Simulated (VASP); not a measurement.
# CdI2: stress against strain

CdI2 (1T layered, P-3m1, 35.257 Å³/atom and stress up to 0.26 GPa in the relaxed cell, c along z) under a strain ε along c (axis z), the other axes held. PBEsol in VASP (plane waves, PAW), 480 eV, 8×8×6 Γ-centred mesh, Gaussian smearing 0.05 eV; ions are relaxed, or left where forces stay under 0.02 eV/Å, within the symmetry of each cell. Stress is positive for a compressed cell.

Here s stands for strain and y for stress zz.

```csv
strain (%),stress zz (GPa)
-3.00,?
-1.50,0.49
-1.00,0.39
-0.50,0.31
0.00,0.26
0.50,0.16
1.00,0.09
1.50,0.04
```

Q: Using a straight line, estimate the missing y at s = -3.00 from the other rows, showing the fit.

A: Means: s 0, y 0.249. About the means, the sum of products is -1.0500 and the sum of squares of s is 7.0000; the slope is their ratio. Least squares gives y = 0.249 - 0.1500·s. Residuals (row less fit): 0.016, -0.009, -0.014, 0.011, -0.014, -0.009, 0.016; standard error 0.015 (degrees of freedom: 5). The slope gives the elastic constant C33 = 15.0 ± 0.6 GPa (± standard error of the fit, which holds the terms cut off). At the withheld row, y = 0.249 - 0.1500 × (-3.0) = 0.699 GPa. The calculation gives 0.84 GPa, 0.141 GPa above the prediction (17.6 % of the range of y in the table). The row lies outside the fitted rows, so this is an extrapolation. From the scatter of the fitted rows alone, a prediction at this place has a standard error of 0.024 GPa, so the miss is 5.9 times that.

A polynomial of degree 2 through the 12 other runs of the series gives 0.83 there, so most of the miss is curvature that the fit leaves out. Spin-orbit coupling is left out, which can shift these values for the heavy elements here. For CdI2: without a dispersion term in the relaxation, distances and binding between the weakly bound layers, chains or molecules are unreliable, and so is what depends on them. Rows are the converged runs of the series near zero and its far end, less any whose ions stayed unrelaxed beside relaxed ones; series whose fitted rows scatter by over a few per cent of the range, as at a crossing or softening among them, aren't shown in this form. Most that stay on the fit to the last digits aren't either.
